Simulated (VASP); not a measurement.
Ti2SnTe2, 5 atoms in the cell. Symmetry: P-3m1, No. 164, trigonal system. Conventional cell: a = 3.807 Å, b = 3.807 Å, c = 10.286 Å, α = 90.00°, β = 90.00°, γ = 120.00°. Ti (site symmetry 3m) is surrounded by 3 Te at 2.76 Å and 3 Sn at 2.83 Å. Around Sn (site symmetry -3m) lie 6 Ti at 2.83 Å. Te (site symmetry 3m) has 3 Ti at 2.76 Å as nearest neighbours. The cell was built by a generator and needn't be a form met in nature.

- Program: VASP 6.6.1
- Task: relaxation of cell and atoms
- Functional: PBE
- Potentials or basis: VASP PAW PBE potentials, release 64 (Ti_sv, Sn_d, Te)
- Cutoff: 520 eV
- k mesh: 10 × 10 × 4
- Occupations: gaussian, width 0.1 eV
- Spin: no spin polarisation
- Further INCAR settings: ALGO = Normal; EDIFF = 1e-06; IBRION = 2; EDIFFG = -0.01; NSW = 90; ISIF = 3

Potentials or basis: VASP PAW PBE potentials, release 64 (Ti_sv, Sn_d, Te).

Run with:

```console
$ cat potpaw_PBE.64/Ti_sv/POTCAR potpaw_PBE.64/Sn_d/POTCAR potpaw_PBE.64/Te/POTCAR > POTCAR
$ mpirun -np 4 vasp_std > vasp.out
```

Hardware: 4 MPI ranks on Intel(R) Xeon(R) Platinum 8259CL CPU @ 2.50GHz (Skylake/Cascade Lake), with other jobs on the host.

Question: How long does it take, and how much memory?

Answer: It took 12 min on 4 MPI ranks on Intel(R) Xeon(R) Platinum 8259CL CPU @ 2.50GHz (Skylake/Cascade Lake), with other jobs on the host, peak memory 0.39 GiB a rank. Counts: scf iterations 131, k points 50, ion steps 14.
